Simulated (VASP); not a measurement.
Here is the system:

```yaml
crystal:
  lattice:
    - [0.00000, 1.94428, 1.94428]
    - [1.94428, 0.00000, 1.94428]
    - [1.94428, 1.94428, 0.00000]
  atoms:
    - { symbol: Pd, position: [0.00000, 0.00000, 0.00000] }
```

Method: PBE GGA with D3 dispersion (Becke-Johnson damping), VASP's PBE PAW potentials (set 64) (plane waves; VASP 6.6.1). Settings: 520 eV cut-off, Gaussian smearing of 0.050 eV, potentials Pd.

Problem. Predict the band gap (along the path) with the smallest direct gap where there is one.

Solution. 
The band gap (along the path) is none (metal, semimetal or under 0.01 eV).

The absolute energy has meaning only against runs of the same code, potentials and settings.

The compound is Pd in the fcc structure. It was relaxed first.
